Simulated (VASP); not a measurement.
## SnO2: stress against strain

SnO2 (rutile, P4_2/mnm, 12.615 Å³/atom and stress up to 0.16 GPa in the relaxed cell, c along z) under an equal strain ε along x and y, with z held. PBE in VASP (plane waves, PAW), 600 eV, 8×8×10 Γ-centred mesh, Gaussian smearing 0.05 eV; ions are relaxed, or left where forces stay under 0.02 eV/Å, within the symmetry of each cell. Against the start cell, which lies near the measured one, the relaxed cell differs by 5.6 % in volume and 1.6 % in c; the values below rest on it. Stress is positive for a compressed cell.

Here s stands for strain and y for stress xx.

| strain (%) | stress xx (GPa) |
|---|---|
| -1.50 | 5.59 |
| -1.00 | 3.55 |
| -0.50 | 1.63 |
| 0.00 | -0.16 |
| 0.50 | -1.85 |
| 1.00 | -3.42 |
| 1.50 | -4.89 |
| 3.00 | ? |

Taking a straight line for y over the 7 complete rows: Means: s 0, y 0.064. About the means, the sum of products is -24.430 and the sum of squares of s is 7.0000; the slope is their ratio. Least squares gives y = 0.064 - 3.4900·s. Residuals (row less fit): 0.291, -0.004, -0.179, -0.224, -0.169, 0.006, 0.281; standard error 0.234 (degrees of freedom: 5). The slope gives the elastic constants C11 + C12 = 349 ± 9 GPa (± standard error of the fit, which holds the terms cut off).

Task: What does the fit predict for y at s = 3.00, and how far is the calculated value from it?

Result: y = 0.064 - 3.4900 × 3.0 = -10.406 GPa. The calculation gives -8.64 GPa, 1.766 GPa above the prediction (12.4 % of the range of y in the table). The row lies outside the fitted rows, so this is an extrapolation. From the scatter of the fitted rows alone, a prediction at this place has a standard error of 0.365 GPa, so the miss is 4.8 times that.

A polynomial of degree 2 through the 10 other runs of the series gives -8.60 there, so most of the miss is curvature that the fit leaves out. Rows are the converged runs of the series near zero and its far end, less any whose ions stayed unrelaxed beside relaxed ones; series whose fitted rows scatter by over a few per cent of the range, as at a crossing or softening among them, aren't shown in this form. Most that stay on the fit to the last digits aren't either.
